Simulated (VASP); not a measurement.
Method: PBE GGA, VASP's PBE PAW potentials (set 64) (plane waves; VASP).

The input files of a VASP run:

**INCAR**
```
ALGO = Fast
EDIFF = 1E-6
ENCUT = 400
GGA = PE
ISMEAR = 0
ISPIN = 2
ISYM = 0
LASPH = .TRUE.
LCHARG = .FALSE.
LHYPERFINE = .TRUE.
LORBIT = 11
LREAL = Auto
LWAVE = .FALSE.
MAGMOM = 71*0.0282
NELECT = 286.0
NELM = 100
NELMIN = 4
NUPDOWN = 2
PREC = Normal
SIGMA = 0.05
SYSTEM = Al35N35Si
```

File KPOINTS:
```
Automatic
0
G
 1 1 1
```

File POSCAR:
```
Al35N35Si
1.0
  4.6932676572  -8.1289780179   0.0000000000
  4.6932676572   8.1289780179   0.0000000000
  0.0000000000   0.0000000000  10.0192026156
Al N Si
35 35 1
Direct
  0.2206316221   0.1128005908   0.2499001528
  0.1116804541   0.2233824654   0.9937968993
  0.2220705935   0.1108758736   0.7487945946
  0.1253437773   0.2493136218   0.4970804686
  0.2167262824   0.4414058684   0.2581249325
  0.1118932093   0.5547323226   0.9939224578
  0.2250209847   0.4455934129   0.7345873772
  0.1253375361   0.5421839796   0.4971972941
  0.2206270178   0.7741861378   0.2500063201
  0.1122213095   0.8892639470   0.0005157896
  0.2221588927   0.7775303432   0.7488681301
  0.1111497814   0.8887123075   0.4989203432
  0.5554243576   0.1109114862   0.2526594563
  0.4447968615   0.2221771652   0.0010731627
  0.5555459125   0.1109990162   0.7485984083
  0.4408343532   0.2251817933   0.4994474276
  0.5517489264   0.4464548282   0.2524433769
  0.4425727215   0.5545083034   0.9963158340
  0.5597895245   0.4451175049   0.7510205614
  0.5516833585   0.7716258110   0.2524621593
  0.4447751532   0.8890626219   0.0011569277
  0.5596272697   0.7809937638   0.7509737232
  0.4409462152   0.8821658895   0.4995116030
  0.8909516578   0.1121686804   0.2515087884
  0.7775790512   0.2220600637   0.0004954921
  0.8896488560   0.1112857393   0.7486585978
  0.7810429163   0.2237037403   0.4987513173
  0.8910107644   0.4451655296   0.2515133832
  0.7777697826   0.5547731964   0.0017830118
  0.8899126909   0.4447943862   0.7487642727
  0.7778831594   0.5571325049   0.5006359060
  0.8888154494   0.7776031096   0.2504263312
  0.7775562905   0.8893144546   0.0017699230
  0.8900871244   0.7782741612   0.7505091160
  0.7777763443   0.8870545085   0.5005362827
  0.2196692340   0.1100812918   0.4398694302
  0.1084820236   0.2181022813   0.1826993464
  0.2239480907   0.1103851353   0.9403461292
  0.1088530716   0.2169585263   0.6950967881
  0.1086846135   0.5566896278   0.1828942465
  0.2232962858   0.4447784349   0.9329151343
  0.1089906377   0.5582629750   0.6951059243
  0.2197797637   0.7759192860   0.4398837446
  0.1112837574   0.8888174078   0.1910834228
  0.2239809551   0.7799564477   0.9404255539
  0.1116093566   0.8889568896   0.6910481814
  0.5539068039   0.1102145111   0.4436204888
  0.4449279953   0.2227179830   0.1927256597
  0.5552755509   0.1108979766   0.9413261858
  0.4452631125   0.2229280289   0.6914260716
  0.5535689926   0.4517352397   0.4445667502
  0.4426512979   0.5544820726   0.1854262110
  0.5566231004   0.4433835492   0.9418131811
  0.4587543871   0.5624976161   0.6955212585
  0.5534508294   0.7682206518   0.4445262909
  0.4449176587   0.8886419002   0.1927452616
  0.5564618644   0.7795881271   0.9417569883
  0.4453634313   0.8888750753   0.6914571986
  0.8858243394   0.1065640616   0.4414079498
  0.7770294870   0.2217280830   0.1917413066
  0.8865455815   0.1099759761   0.9404142544
  0.7773129393   0.2219071579   0.6911384529
  0.8859588980   0.4457156012   0.4414790545
  0.7759751094   0.5548585596   0.1926051036
  0.8867359233   0.4430981696   0.9404619120
  0.7801091782   0.5568410476   0.6921706373
  0.8896079921   0.7779539783   0.4412710311
  0.7759357957   0.8874116121   0.1926009453
  0.8891344869   0.7778013634   0.9425111600
  0.7799054624   0.8894792745   0.6920841375
  0.4092377905   0.5376869513   0.5095687847
```

POTCAR, in this order: Al N Si (PBE.64 set). Program: vasp_gam. Read from the step before: WAVECAR.

Output of the run:

**OSZICAR**
```
       N       E                     dE             d eps       ncg     rms          rms(c)
DAV:   1    -0.499928868950E+03   -0.49993E+03   -0.23639E-05   920   0.146E-02    0.507E-03
RMM:   2    -0.499928867709E+03    0.12405E-05   -0.51562E-06   676   0.531E-03    0.290E-03
RMM:   3    -0.499928867610E+03    0.99644E-07   -0.44765E-06   680   0.361E-03    0.187E-03
RMM:   4    -0.499928867584E+03    0.25577E-07   -0.49542E-07   499   0.165E-03
   1 F= -.49992887E+03 E0= -.49992887E+03  d E =-.393088E-12  mag=     2.0000
```

**OUTCAR**
```
------------------------ aborting loop because EDIFF is reached ----------------------------------------
  FORCE on cell =-STRESS in cart. coord.  units (eV):
  Direction    XX          YY          ZZ          XY          YZ          ZX
  --------------------------------------------------------------------------------------
  Total        7.0319166      5.6633723      3.3856919     -1.3599180     -1.3118265      2.2802282
  in kB       14.7370266     11.8689218      7.0955097     -2.8500265     -2.7492394      4.7787516
  external PRESSURE =      11.2338194 kB  Pullay stress =       0.0000000 kB
  volume of cell :      764.49
      direct lattice vectors                 reciprocal lattice vectors
     4.693267657 -8.128978018  0.000000000     0.106535582 -0.061508347  0.000000000
     4.693267657  8.128978018  0.000000000     0.106535582  0.061508347  0.000000000
     0.000000000  0.000000000 10.019202616     0.000000000  0.000000000  0.099808342
 POSITION                                       TOTAL-FORCE (eV/Angst)
 -----------------------------------------------------------------------------------
      1.56489     -0.87656      2.50380        -0.015334     -0.000415     -0.003256
      1.57254      0.90802      9.95705         0.014351     -0.011083     -0.016830
      1.56261     -0.90390      7.50232        -0.000861     -0.000735      0.008974
      1.75837      1.00775      4.98035         0.002177      0.006337     -0.000677
      3.08879      1.82642      2.58621         0.006961     -0.002021     -0.001343
      3.12865      3.59983      9.95831         0.004640     -0.009914     -0.009864
      3.14737      1.79303      7.35998        -0.002560      0.007755      0.005600
      3.13286      3.38854      4.98152         0.006418      0.005987     -0.010181
      4.66892      4.49987      2.50486        -0.003145      0.011834     -0.009583
      4.70024      6.31656      0.00517         0.002741      0.011430      0.009525
      4.69181      4.51460      7.50306        -0.005007      0.005111      0.000905
      4.69262      6.32079      4.99878        -0.009387      0.001821     -0.003012
      3.12729     -3.61344      2.53145        -0.008206      0.010082      0.024097
      3.13029     -1.80967      0.01075        -0.007569      0.014914      0.019658
      3.12827     -3.61371      7.50036         0.019400     -0.003494      0.001344
      3.12579     -1.75303      5.00406         0.006366      0.000791     -0.000837
      4.68484     -0.85593      2.52928        -0.004386     -0.001034     -0.020745
      4.67957      0.90992      9.98229        -0.007659     -0.006614      0.001399
      4.71630     -0.93217      7.52463        -0.005705     -0.004754     -0.005637
      6.21064      1.78791      2.52947        -0.001430      0.004699     -0.024767
      6.26006      3.61160      0.01159        -0.005365      0.001105      0.010149
      6.29189      1.79948      7.52416        -0.003713     -0.006773     -0.005663
      6.20972      3.58667      5.00471        -0.001856      0.000370     -0.014365
      4.70791     -6.33071      2.51992         0.001832      0.005665     -0.003399
      4.69157     -4.51580      0.00496        -0.001458     -0.006789      0.007615
      4.69765     -6.32730      7.50096         0.020887     -0.008568      0.010692
      4.71554     -4.53060      4.99709        -0.002001      0.008110     -0.005331
      6.27103     -3.62427      2.51996         0.001021     -0.003991      0.007135
      6.25398     -1.81273      0.01786        -0.003039      0.017412      0.000580
      6.26414     -3.61836      7.50202         0.004827      0.004122      0.002545
      6.26559     -1.79448      5.01597         0.009589      0.000162     -0.020968
      7.82095     -0.90404      2.50907        -0.006464     -0.001273      0.012468
      7.82307      0.90848      0.01773        -0.000421     -0.015410      0.002711
      7.83007     -0.90893      7.51950         0.008710     -0.010963      0.013348
      7.81350      0.88832      5.01497         0.002772     -0.011575     -0.021153
      1.54761     -0.89084      4.40714        -0.000131     -0.005235      0.000495
      1.53275      0.89110      1.83050         0.006425      0.012183     -0.009022
      1.56912     -0.92315      9.42152        -0.000895     -0.015253      0.010972
      1.52912      0.87879      6.96432        -0.010837      0.002472      0.005890
      3.12278      3.64182      1.83245        -0.010992     -0.000920     -0.022867
      3.13545      1.80042      9.34707         0.010184      0.000666      0.000357
      3.13160      3.65212      6.96441         0.002351     -0.005636      0.009098
      4.67308      4.52085      4.40728         0.001407      0.000911      0.013248
      4.69374      6.32055      1.91450        -0.015306      0.003657      0.009809
      4.71175      4.51951      9.42231         0.011283      0.002491      0.004671
      4.69593      6.31904      6.92375         0.007828     -0.008949     -0.000716
      3.11690     -3.60676      4.44472        -0.000974     -0.004609     -0.005729
      3.13344     -1.80634      1.93096        -0.005990      0.006923     -0.002198
      3.12653     -3.61234      9.43134         0.009791     -0.013604     -0.001691
      3.13600     -1.80736      6.92754         0.009169     -0.017396      0.013000
      4.71816     -0.82780      4.45420         0.004676      0.005865      0.009057
      4.67981      0.90907      1.85782        -0.003122      0.007785     -0.004609
      4.69330     -0.92052      9.43622         0.001862     -0.007573     -0.006670
      4.79301      0.84333      6.96857         0.012272      0.008721     -0.010430
      6.20296      1.74586      4.45380         0.000205     -0.011958      0.014279
      6.25875      3.60702      1.93115        -0.010120     -0.003766     -0.001636
      6.27044      1.81379      9.43565         0.014573      0.003485     -0.002255
      6.26194      3.60530      6.92785         0.004117     -0.001583      0.010931
      4.65754     -6.33459      4.42256         0.000168     -0.012206      0.003615
      4.68744     -4.51403      1.92110        -0.001479     -0.001525     -0.013404
      4.67694     -6.31272      9.42220        -0.017392      0.015707      0.001601
      4.68961     -4.51488      6.92466         0.009515     -0.014433      0.017001
      6.24990     -3.57873      4.42327         0.002216      0.001804     -0.004667
      6.24596     -1.79745      1.92975        -0.002090      0.004996     -0.004115
      6.24127     -3.60632      9.42268        -0.019530     -0.000770      0.007340
      6.27467     -1.81494      6.93500        -0.006760      0.000296      0.000500
      7.82631     -0.90763      4.42118        -0.006533      0.011119      0.013368
      7.80653      0.90618      1.92971        -0.008872      0.009422     -0.004061
      7.82338     -0.90502      9.44321        -0.001901      0.002162     -0.010096
      7.83487      0.89072      6.93413         0.003161      0.007140      0.001103
      4.44417      1.04416      5.10547        -0.005403      0.005309     -0.003302
 -----------------------------------------------------------------------------------
    total drift:                                0.000866     -0.024584     -0.010858
  FREE ENERGIE OF THE ION-ELECTRON SYSTEM (eV)
  ---------------------------------------------------
  free  energy   TOTEN  =      -499.9288675840 eV

  energy  without entropy=     -499.9288675840  energy(sigma->0) =     -499.92886758

 total charge

# of ion       s       p       d       tot
------------------------------------------
    1        0.363   0.435   0.000   0.798
    2        0.364   0.437   0.000   0.801
    3        0.365   0.444   0.000   0.809
    4        0.361   0.378   0.000   0.739
    5        0.386   0.399   0.000   0.785
    6        0.364   0.437   0.000   0.801
    7        0.350   0.423   0.000   0.773
    8        0.361   0.378   0.000   0.739
    9        0.363   0.435   0.000   0.798
   10        0.364   0.439   0.000   0.803
   11        0.365   0.444   0.000   0.809
   12        0.366   0.437   0.000   0.802
   13        0.364   0.435   0.000   0.799
...
```
(Selected blocks of OUTCAR.)

At this cut-off the stress carries a Pulay error, which pulls relaxed volumes low. The cell is charged, with a uniform compensating background.  The supercell is sampled at Γ alone, which is coarse: total energies, pressure and levels can be off, energies of defects by several tenths of an eV.

The cell is a supercell with a defect, built from AlN (wurtzite): Si_Al-vac_N, charge -2.
